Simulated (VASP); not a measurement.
All values below come from PBE GGA, VASP's PBE PAW potentials (set 64) (plane waves; VASP 6.6.1).

VASP ran on this input.

**POSCAR**
```
Al3Sc
1
    3.8880350541     0.0000000000     0.0000000000
    0.0000000000     3.8880350541     0.0000000000
    0.0000000000     0.0000000000     3.8880350541
Sc Al
1 3
Direct
  0.0000000000   0.0000000000   0.0000000000
  0.0000000000   0.5000000000   0.5000000000
  0.5000000000   0.0000000000   0.5000000000
  0.5000000000   0.5000000000   0.0000000000
```

File KPOINTS:
```
Automatic mesh
0
Gamma
8 8 8
0 0 0
```

**INCAR**
```
GGA = PE   # PBE
ISIF = 3
LREAL = .FALSE.   # projection in real space or not
ISMEAR = 1   # Methfessel-Paxton
EDIFFG = -0.02   # ionic stop
EDIFF = 1E-6
PSTRESS = 300   # kbar
SYSTEM = Al3Sc
IBRION = 2   # conjugate gradients
LMAXMIX = 4
PREC = Accurate
ENCUT = 500   # plane-wave cut-off (eV)
LCHARG = .FALSE.
LASPH = .TRUE.
NELM = 100   # most electronic steps
NSW = 40   # most ionic steps
SIGMA = 0.1
ALGO = Normal
LWAVE = .FALSE.
```

POTCAR, in this order: Sc_sv Al (PBE.64 set). Program: vasp_std.

What VASP printed:

### OSZICAR
```
       N       E                     dE             d eps       ncg     rms          rms(c)
DAV:   1     0.115481705282E+03    0.11548E+03   -0.85469E+03   988   0.130E+03
DAV:   2    -0.116032166452E+02   -0.12708E+03   -0.12503E+03   992   0.365E+02
DAV:   3    -0.194647746770E+02   -0.78616E+01   -0.75319E+01  1534   0.735E+01
DAV:   4    -0.195791610462E+02   -0.11439E+00   -0.11426E+00  1378   0.939E+00
DAV:   5    -0.195811066433E+02   -0.19456E-02   -0.19454E-02  1410   0.116E+00    0.117E+01
DAV:   6    -0.188064965522E+02    0.77461E+00   -0.37344E+00  1592   0.247E+01    0.464E+00
DAV:   7    -0.187519617301E+02    0.54535E-01   -0.62129E-02  1054   0.206E+00    0.240E+00
DAV:   8    -0.187320341061E+02    0.19928E-01   -0.28566E-02  1508   0.152E+00    0.225E-01
DAV:   9    -0.187317228874E+02    0.31122E-03   -0.26287E-03  1232   0.456E-01    0.122E-01
DAV:  10    -0.187316672347E+02    0.55653E-04   -0.28602E-04  1324   0.142E-01    0.802E-02
DAV:  11    -0.187316634535E+02    0.37811E-05   -0.32006E-05  1294   0.432E-02    0.340E-02
DAV:  12    -0.187316640405E+02   -0.58700E-06   -0.71673E-06  1402   0.223E-02
   1 F= -.77263817E+01 E0= -.77260013E+01  d E =-.772638E+01
       N       E                     dE             d eps       ncg     rms          rms(c)
DAV:   1    -0.192414505376E+02   -0.50979E+00   -0.60375E+01  1070   0.133E+02    0.136E+01
DAV:   2    -0.173536018713E+02    0.18878E+01   -0.65817E+00  1328   0.427E+01    0.297E+00
DAV:   3    -0.172296693290E+02    0.12393E+00   -0.30440E-01  1464   0.785E+00    0.127E+00
DAV:   4    -0.172004851917E+02    0.29184E-01   -0.13993E-01  1270   0.279E+00    0.492E-01
DAV:   5    -0.171971851597E+02    0.33000E-02   -0.19902E-02  1572   0.175E+00    0.474E-01
DAV:   6    -0.171970922108E+02    0.92949E-04   -0.98536E-04  1332   0.290E-01    0.343E-02
DAV:   7    -0.171970845003E+02    0.77105E-05   -0.53744E-05  1154   0.541E-02    0.314E-02
DAV:   8    -0.171970864263E+02   -0.19259E-05   -0.36381E-06  1230   0.231E-02    0.741E-03
DAV:   9    -0.171970838493E+02    0.25769E-05   -0.15282E-05  1544   0.455E-02    0.464E-03
DAV:  10    -0.171970837224E+02    0.12691E-06   -0.19377E-07   520   0.630E-03
   2 F= -.76090482E+01 E0= -.76089815E+01  d E =0.117334E+00
       N       E                     dE             d eps       ncg     rms          rms(c)
DAV:   1    -0.190594604676E+02   -0.18624E+01   -0.23129E+01  1154   0.799E+01    0.880E+00
DAV:   2    -0.183188634165E+02    0.74060E+00   -0.66705E+00  1478   0.382E+01    0.135E+00
DAV:   3    -0.182546383851E+02    0.64225E-01   -0.22946E-01  1416   0.452E+00    0.822E-01
DAV:   4    -0.182388538072E+02    0.15785E-01   -0.53188E-02  1192   0.170E+00    0.279E-01
DAV:   5    -0.182386074023E+02    0.24640E-03   -0.12959E-02  1566   0.160E+00    0.246E-01
DAV:   6    -0.182381268633E+02    0.48054E-03   -0.20077E-03  1520   0.542E-01    0.768E-02
DAV:   7    -0.182381073086E+02    0.19555E-04   -0.13765E-04  1650   0.112E-01    0.279E-02
DAV:   8    -0.182381063432E+02    0.96548E-06   -0.25308E-06   972   0.124E-02
   3 F= -.78346252E+01 E0= -.78343700E+01  d E =-.108244E+00
```

OUTCAR:
```
------------------------ aborting loop because EDIFF is reached ----------------------------------------
  FORCE on cell =-STRESS in cart. coord.  units (eV):
  Direction    XX          YY          ZZ          XY          YZ          ZX
  --------------------------------------------------------------------------------------
  Total       10.3244734     10.3244734     10.3244734      0.0000000      0.0000000      0.0000000
  in kB      297.7216937    297.7216937    297.7216937      0.0000000      0.0000000      0.0000000
  external PRESSURE =      -2.2783063 kB  Pullay stress =     300.0000000 kB
  volume of cell :       55.56
      direct lattice vectors                 reciprocal lattice vectors
     3.815832801  0.000000000 -0.000000000     0.262065990  0.000000000  0.000000000
    -0.000000000  3.815832801 -0.000000000    -0.000000000  0.262065990  0.000000000
    -0.000000000 -0.000000000  3.815832801     0.000000000  0.000000000  0.262065990
 POSITION                                       TOTAL-FORCE (eV/Angst)
 -----------------------------------------------------------------------------------
      0.00000      0.00000      0.00000        -0.000000     -0.000000      0.000000
     -0.00000      1.90792      1.90792         0.000000      0.000000      0.000000
      1.90792     -0.00000      1.90792        -0.000000      0.000000      0.000000
      1.90792      1.90792     -0.00000        -0.000000     -0.000000      0.000000
 -----------------------------------------------------------------------------------
    total drift:                               -0.000000     -0.000000     -0.000000
  FREE ENERGIE OF THE ION-ELECTRON SYSTEM (eV)
  ---------------------------------------------------
  free  energy   TOTEN  =       -18.2381063432 eV

  energy  without entropy=      -18.2373405234  energy(sigma->0) =      -18.23785107
  enthalpy is  TOTEN    =        -7.8346252355 eV   P V=       10.4034811076

 reached required accuracy - stopping structural energy minimisation
```
(Selected blocks of OUTCAR.)

CONTCAR:
```
Al3Sc
   1.00000000000000
     3.8158328005365272    0.0000000000000000   -0.0000000000000000
    -0.0000000000000000    3.8158328005365272   -0.0000000000000000
    -0.0000000000000000   -0.0000000000000000    3.8158328005365272
  Sc              Al
     1     3
Direct
     0.0000000000000000    0.0000000000000000    0.0000000000000000
     0.0000000000000000    0.5000000000000000    0.5000000000000000
     0.5000000000000000    0.0000000000000000    0.5000000000000000
     0.5000000000000000    0.5000000000000000    0.0000000000000000
```

Energy and stress use the plane-wave basis of the starting cell.

The compound is Al3Sc in the L1_2 structure. This run relaxes it under an external pressure of 30 GPa. Symmetry was kept, so distortions that lower it aren't found.
